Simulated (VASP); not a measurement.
A VASP calculation is set up with these files.

### POSCAR
```
Te
1.0
  2.1903864629  -3.7938601775   0.0000000000
  2.1903864629   3.7938601775   0.0000000000
  0.0000000000   0.0000000000   5.9418047711
Te
3
Cart
  0.5951832593   1.0308875179   3.9612051613
  3.1904064072   0.0000000000   0.0000000000
  0.5951832593  -1.0308875179   1.9805996098
```

KPOINTS:
```
Automatic
0
gamma
  6 6 4
```

INCAR:
```
SYSTEM = Te
PREC = Accurate; ENCUT = 480; LREAL = .False.
LASPH = .True.
EDIFF = 1E-7; NELM = 100; ALGO = Normal
LMAXMIX = 4; LMIXTAU = .True.
ISMEAR = 0; SIGMA = 0.05
METAGGA = R2SCAN
IBRION = 2; NSW = 40; ISIF = 3
EDIFFG = -0.01; PSTRESS = 20
LWAVE = .False.; LCHARG = .False.
```

POTCAR, in this order: Te (PBE.64 set). Program: vasp_std.

### Question
Write an equivalent input for Ansatz.

### Answer
One equivalent input (not run):
Ansatz 0.2 input:
```yaml
crystal:
  lattice:
    - [2.1903865, -3.7938602, 0.0000000]
    - [2.1903865, 3.7938602, 0.0000000]
    - [0.0000000, 0.0000000, 5.9418048]
  atoms:
    - { symbol: Te, position: [0.0000000, 0.2717252, 0.6666670] }
    - { symbol: Te, position: [0.7282748, 0.7282748, 0.0000000] }
    - { symbol: Te, position: [0.2717252, 0.0000000, 0.3333330] }
kpoints:
  mp_grid: { grid: [6, 6, 4] }
hamiltonian:
  xc: r2scan
  pseudopotentials: { kind: paw }
scf:
  occupations: { method: gaussian, width: 0.05 }
  max_iter: 100
relax:
  max_steps: 40
  f_tol: 0.01
  cell: { p_target: 2 }
output: { forces: true, stress: true, eigenvalues: true }
```
Limits of the translation: each code has its own PAW files, so the cut-off isn't converted (ENCUT is set for VASP's; basis.ecutwfc is left out, and Ansatz then takes the one that its files recommend); Ansatz stops its SCF on the density residual and VASP on the energy change (EDIFF).

The compound is Te in the trig structure. It was relaxed first under an external pressure of 2 GPa.
